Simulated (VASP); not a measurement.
Consider the following.

```
Eu
1.0
    0.00000     2.90412     2.90412
    2.90412     0.00000     2.90412
    2.90412     2.90412     0.00000
Eu
1
Direct
  0.00000   0.00000   0.00000
```

Computed with PBEsol GGA, VASP's PBE PAW potentials (set 64) (plane waves; VASP). Numerical set-up: 400 eV cut-off, 10×10×10 Γ-centred mesh, first-order Methfessel-Paxton smearing of 0.10 eV, potentials Eu_2.

The 4f electrons are frozen in the core of the lanthanide potential, so 4f levels, which can set the real gap, and their magnetism are missing. Energy and stress use the plane-wave basis of the starting cell.

### Question
The ions, cell shape and volume are relaxed. Which structure does the run end with?

### Answer

```
Eu
1.0
    0.00000     2.73905     2.73905
    2.73905     0.00000     2.73905
    2.73905     2.73905     0.00000
Eu
1
Cartesian
  2.73905   2.73905   5.47810
```
Space group Fm-3m (225), at a tolerance of 0.03 Å.

### Question
How do energy and volume change from the first to the last step?

### Answer
The energy (σ→0) changes by -52.1 meV/atom and the volume by -16.1 %, in 4 ionic steps.

| step | E(σ→0) (eV) | max force (eV/Å) | pressure (GPa) | volume (Å³) |
|---|---|---|---|---|
| 1 | -2.0889 | 0.000 | -1.89 | 48.99 |
| 2 | -2.1268 | 0.000 | -1.13 | 45.00 |
| 3 | -2.1407 | 0.000 | -0.19 | 41.71 |
| 4 | -2.1410 | 0.000 | 0.01 | 41.10 |

The structure was generated: Eu was put into the fcc type (Fm-3m), which need not be its known phase. This run relaxes it. Symmetry was kept, so distortions that lower it aren't found.
